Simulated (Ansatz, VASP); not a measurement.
# Re (linear Re chain, spacing 2.672 A) in two plane-wave programs, part 2 of 2

Wanted: the spread between two codes on one cell, functional and k mesh.

VASP 6.6.1 and Ansatz 0.2.0.

So far: The structure; Ansatz: single point, r2SCAN; VASP: single point, r2SCAN.

In doubt: warnings of the run leave room for a lower electronic state (steps 2, 3), so energies may not be the lowest and differences between runs may mislead.

## 3. VASP: single point, r2SCAN (continued)

Level of this step: r2SCAN, spin-polarised from a ferromagnetic start; plane waves and PAW (Re) (VASP).

Numbers of over 12 decimals in the logs are rounded to 6 here.

OUTCAR, selected parts (step 3):

```text
ion  position               nearest neighbor table
   1  0.500  0.500  0.000-   2 2.67   2 2.67
   2  0.500  0.500  0.500-   1 2.67   1 2.67

  LATTYP: Found a simple tetragonal cell.
 ALAT       =    12.0000000000
 C/A-ratio  =     0.4453333333

 Subroutine GETGRP returns: Found 16 space group operations
 (whereof 16 operations were pure point group operations)

The static configuration has the point symmetry D_4h.

 Found      5 irreducible k-points:

   k-points           NKPTS =      5   k-points in BZ     NKDIM =      5   number of bands    NBANDS=     16

   dimension x,y,z NGX =    56 NGY =   56 NGZ =   24
   dimension x,y,z NGXF=   112 NGYF=  112 NGZF=   48

   ENCUT  =  350.0 eV  25.72 Ry    5.07 a.u.  18.31 18.31  8.15*2*pi/ulx,y,z

   NELECT =      14.0000    total number of electrons

 k-points in reciprocal lattice and weights: Automatic mesh
   0.00000000  0.00000000  0.00000000       0.125
   0.00000000  0.00000000  0.12500000       0.250
   0.00000000  0.00000000  0.25000000       0.250
   0.00000000  0.00000000  0.37500000       0.250
   0.00000000  0.00000000  0.50000000       0.125

 average (electrostatic) potential at core
       1 -56.3018       2 -56.3018

 E-fermi :  -3.7345

 spin component 1
 k-point     1 :       0.0000    0.0000    0.0000
  band No.  band energies     occupation
    ...
      5      -6.1260      1.00000
      6      -6.1249      1.00000
      7      -5.2114      1.00000
      8      -5.2104      1.00000
      9      -5.0206      1.00000
     10      -2.4569      0.00000
     11      -2.4569      0.00000
     12      -2.2838      0.00000
     13      -2.2838      0.00000
     14      -0.6356      0.00000
    ...

 k-point     2 :       0.0000    0.0000    0.1250
  band No.  band energies     occupation
    ...
      5      -6.0945      1.00000
      6      -6.0933      1.00000
      7      -5.2502      1.00000
      8      -5.2491      1.00000
      9      -5.1236      1.00000
     10      -3.0709      0.00000
     11      -3.0709      0.00000
     12      -1.7391      0.00000
     13      -1.7391      0.00000
     14      -1.3035      0.00000
    ...

 k-point     3 :       0.0000    0.0000    0.2500
  band No.  band energies     occupation
    ...
      7      -5.4038      1.00000
      8      -5.3583      1.00000
      9      -5.3573      1.00000
     10      -3.8191      0.99161
     11      -3.8191      0.99161
     12      -2.7257      0.00000
     13      -1.1523      0.00000
     14      -1.1523      0.00000
     15       0.6864      0.00000
     16       1.4630      0.00000

 k-point     4 :       0.0000    0.0000    0.3750
  band No.  band energies     occupation
    ...
      8      -5.5152      1.00000
      9      -5.5142      1.00000
     10      -4.5755      1.00000
     11      -4.5755      1.00000
     12      -4.3046      1.00000
     13      -0.5440      0.00000
     14      -0.5440      0.00000
     15       0.8902      0.00000
     16       0.8902      0.00000

 k-point     5 :       0.0000    0.0000    0.5000
  band No.  band energies     occupation
    ...
      8      -5.6620      1.00000
      9      -5.2791      1.00000
     10      -5.2791      1.00000
     11      -5.2791      1.00000
     12      -5.2791      1.00000
     13       0.1302      0.00000
     14       0.1302      0.00000
     15       0.1302      0.00000
     16       0.1302      0.00000
 Fermi energy:        -3.7345203673

 spin component 2
 k-point     1 :       0.0000    0.0000    0.0000
  band No.  band energies     occupation
      1      -8.0023      1.00000
      2      -5.3919      1.00000
      3      -5.3919      1.00000
      4      -3.3510      0.00000
      5      -2.5672      0.00000
      6      -2.5661      0.00000
      7      -1.2886      0.00000
      8      -1.2882      0.00000
    ...

  Total       -0.1416947     -0.1416947    -10.6338172      0.0000000      0.0000000     -0.0000000
  in kB       -0.2950090     -0.2950090    -22.1396541      0.0000000      0.0000000     -0.0000000
  external PRESSURE =      -7.5765574 kB  Pullay stress =       0.0000000 kB

  energy-cutoff  :      350.00
  volume of cell :      769.54
      direct lattice vectors                 reciprocal lattice vectors
    12.000000000  0.000000000  0.000000000     0.083333333  0.000000000  0.000000000
     0.000000000 12.000000000  0.000000000     0.000000000  0.083333333  0.000000000
     0.000000000  0.000000000  5.344000000     0.000000000  0.000000000  0.187125749

 POSITION                                       TOTAL-FORCE (eV/Angst)
 -----------------------------------------------------------------------------------
      6.00000      6.00000      0.00000         0.000000      0.000000      0.000000
      6.00000      6.00000      2.67200         0.000000      0.000000      0.000000
 -----------------------------------------------------------------------------------
    total drift:                               -0.000000     -0.000000      0.000000

  FREE ENERGIE OF THE ION-ELECTRON SYSTEM (eV)
  ---------------------------------------------------
  free  energy   TOTEN  =       -93.1081498244 eV

  energy  without entropy=      -93.1073679164  energy(sigma->0) =      -93.10775887

 total charge
# of ion       s       p       d       tot
------------------------------------------
    1        0.593   0.150   4.717   5.461
    2        0.593   0.150   4.717   5.461
--------------------------------------------------
tot          1.186   0.301   9.434  10.921

 magnetization (x)
# of ion       s       p       d       tot
------------------------------------------
    1        0.206   0.050   2.760   3.016
    2        0.206   0.050   2.760   3.016
--------------------------------------------------
tot          0.413   0.100   5.520   6.033

[... 4 further parts left out ...]
```

SCAN-type functionals tend to overstate the moments of itinerant magnets. The data set Re keeps the semicore shell frozen, which is cheaper and a little less accurate.

## 4. Side by side

Known differences besides the PAW data sets themselves: VASP keeps PBE cores, Ansatz makes them for the functional; the data sets hold 30 valence electrons in Ansatz (default PAW (the set named soft_2) files) and 14 in VASP; the cutoff is 500 eV in Ansatz and 350 eV in VASP (PREC = Normal); site moments are counted in spheres of each program's own size. Total energies have different zeros and are not compared.

Both answers:

```
          quantity  Ansatz  VASP  difference
 total moment (μB)    6.75  7.24       -0.49
moment on Re1 (μB)    2.31  3.02       -0.71
moment on Re2 (μB)    2.31  3.02       -0.71
```

By their total or site moments the two runs ended in different magnetic states; the other differences may follow from that, so they don't measure the programs' precision.

## 5. What moves the difference

The difference is large enough to ask for its cause, so further runs change the set-up of one program at a time, as the table lists.

```
                                                                                             run  difference in moment on Re1 (μB)
                                                                                        as above                             -0.71
a start from the moments at which VASP ended, with Ansatz's search for lower states switched off                             -0.71
                                                              cores kept as stored, as VASP does                             -0.71
```

## 6. Results

```
difference in moment on Re1 (single point, r2SCAN) : -0.71 μB
```

The difference in moment on Re1 is -0.71 μB (single point, r2SCAN). The runs ended with unlike moments, so this pair says little about numerical agreement. For single point, r2SCAN: no further run halves the difference in moment on Re1; only Ansatz's side was varied. How closely two codes agree says nothing of how well the functional describes the real material.

[Lines on the potential files, build, host, timing and source positions are cut from VASP's logs without a mark.]

[Logs are printed without paths, hosts, clocks, repeated set-up lines and the standing remarks that a program may print on its own settings, such as how far it seeks lower states.]

[Hosts, paths, dates, database ids (printed as entryN), source tags and the programs' standing remarks are cut or masked in the printed files.]
